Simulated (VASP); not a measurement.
Input:

```xyz
1
Lattice="-1.6903 1.6903 1.6903 1.6903 -1.6903 1.6903 1.6903 1.6903 -1.6903" Properties=species:S:1:pos:R:3 pbc="T T T"
Ta     0.0000     0.0000     0.0000
```

All values below come from vdW-DF2, VASP's PBE PAW potentials (set 64) (plane waves; VASP). Numerical set-up: 520 eV cut-off, Gaussian smearing of 0.050 eV, potentials Ta_pv.

Task: Give the energies of bands 4 to 8 at the high-symmetry points, in eV from the Fermi level.

Result: 
```json
[
 {"band": "4", "Γ": "-7.56", "H": "-3.41", "N": "-4.05", "P": "-1.15"},
 {"band": "5", "Γ": "0.68", "H": "-3.41", "N": "-1.38", "P": "-1.15"},
 {"band": "6", "Γ": "0.68", "H": "6.17", "N": "1.44", "P": "-1.15"},
 {"band": "7", "Γ": "0.68", "H": "6.17", "N": "3.54", "P": "4.61"},
 {"band": "8", "Γ": "3.69", "H": "6.17", "N": "4.46", "P": "4.61"}
]
```

It has no gap at this level: it comes out as a metal or semimetal.

The compound is Ta in the bcc structure. It was relaxed first, which changed the volume by +8 %.
